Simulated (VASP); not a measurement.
Mg3CdSe2O2:

```
Mg Cd Se O
1.0
     6.10271    0.00000    0.00000
    -3.05135    5.28510    0.00000
     0.00000    0.00000    5.48727
Mg Cd Se O
3 1 2 2
Cartesian
  3.0514 0.0000 2.7436
  -1.5257 2.6425 2.7436
  1.5257 2.6425 2.7436
  0.0000 0.0000 0.0000
  0.0000 3.5234 2.7436
  3.0514 1.7617 2.7436
  0.0000 0.0000 1.6511
  0.0000 0.0000 3.8362
```

The cell was built by a generator and needn't be a form met in nature.

| Property | Result |
| --- | --- |
| Program | VASP 6.6.1 |
| Task | relaxation of cell and atoms |
| Functional | PBE |
| Potentials or basis | VASP PAW PBE potentials, release 64 (Mg, Cd, Se, O) |
| Cutoff | 520 eV |
| k mesh | 3 × 3 × 3 |
| Occupations | gaussian, width 0.15 eV |
| Spin | no spin polarisation |

At the start: pressure 77.9 GPa; volume 22.12 Å³/atom.

Task: Where does the relaxation end?

Result: Over 18 steps the energy falls by 3275.5 meV/atom and the volume is 40.21 Å³/atom (+81.8 %); space group P6/mmm (No. 191, to 0.05 Å).

The path:
```tsv
step	energy change (eV)	largest force (eV/Å)	pressure (GPa)	volume (Å³)
1	0.0000	12.9525	77.94	176.98
2	-13.5842	2.7834	-11.42	613.70
3	74.7212	5.1430	-0.22	353.29
4	-19.0800	0.4434	0.26	344.66
5	-25.5097	0.4710	-1.60	348.77
6	-25.8243	0.1134	-1.19	340.52
7	-25.8785	0.8184	-0.87	336.20
8	-25.9909	0.9139	-0.23	324.94
9	-26.0571	0.8453	1.00	311.44
10	-26.1122	0.5380	0.95	310.41
11	-26.1330	0.1479	1.13	309.15
12	-26.1338	0.2632	1.08	309.39
13	-26.1657	0.2709	0.46	314.88
14	-26.1761	0.2816	-0.21	321.03
15	-26.1861	0.2586	-0.21	321.18
16	-26.2005	0.1849	-0.02	321.61
17	-26.2006	0.1588	0.00	321.64
18	-26.2039	0.0310	0.05	321.69
```

Final structure:
```cif
data_structure
_symmetry_space_group_name_H-M 'P 1'
_symmetry_Int_Tables_number 1
_cell_length_a 7.9489
_cell_length_b 7.9489
_cell_length_c 5.8788
_cell_angle_alpha 90.000
_cell_angle_beta 90.000
_cell_angle_gamma 120.000
_cell_volume 321.69
loop_
_atom_site_label
_atom_site_type_symbol
_atom_site_fract_x
_atom_site_fract_y
_atom_site_fract_z
_atom_site_occupancy
Mg1 Mg 0.50000 0.00000 0.50000 1
Mg2 Mg 0.00000 0.50000 0.50000 1
Mg3 Mg 0.50000 0.50000 0.50000 1
Cd1 Cd 0.00000 0.00000 0.00000 1
Se1 Se 0.33333 0.66667 0.50000 1
Se2 Se 0.66667 0.33333 0.50000 1
O1 O 0.00000 0.00000 0.34098 1
O2 O 0.00000 0.00000 0.65902 1
```

Caveat: the k mesh is coarse (spacing up to 0.40 Å⁻¹), so the values aren't converged; the volume moved by over 15 % at a fixed basis, so the end points are rough.
